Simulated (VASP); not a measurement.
AgBiSeS: single point with LDA

Crystal: AgBiSeS.

```
CELL_PARAMETERS angstrom
3.92409 0.00000 0.00000
0.00000 3.92409 0.00000
0.00000 0.00000 5.71855
ATOMIC_POSITIONS crystal
Ag 0.00000 0.00000 0.00000
Bi 0.50000 0.50000 0.50000
Se 0.50000 0.50000 0.00000
S 0.00000 0.00000 0.50000
```

The cell comes from a database or a generator and needn't be the stable form of this composition.

```json
{"Program": "VASP 6.6.1", "Task": "single point", "Functional": "LDA", "Potentials or basis": "VASP PAW LDA potentials, release 64 (Ag, Bi_d, Se, S)", "Cutoff": "520 eV", "k mesh": "12 × 12 × 8", "Occupations": "gaussian, width 0.1 eV", "Spin": "no spin polarisation"}
```

The pressure is 0.1 GPa and the band gap on the k mesh is none (metal or under the smearing width).

Levels at points of the mesh, in eV from the Fermi level:
```csv
k point,band 17,band 18,band 19,band 20,band 21,band 22
"(0.00, 0.00, 0.00)",-2.07,-1.61,-1.61,0.80,3.44,4.54
"(0.50, 0.00, 0.00)",-2.74,-1.46,-0.36,-0.28,1.39,4.24
"(0.50, 0.50, 0.00)",-3.31,-3.18,-3.09,0.64,4.10,4.10
"(0.00, 0.00, 0.50)",-1.87,-1.84,-1.84,0.59,3.25,3.50
"(0.50, 0.00, 0.50)",-0.74,-0.42,-0.14,-0.05,0.00,0.64
"(0.50, 0.50, 0.50)",-3.25,-2.35,-1.10,0.60,3.02,4.68
```

Wall time 3.6 min on 1 thread of Intel(R) Xeon(R) Platinum 8488C (Sapphire Rapids) (shared host), peak memory 0.45 GiB.

Caveat: spin-orbit coupling is left out, which moves the levels of the heavy elements.
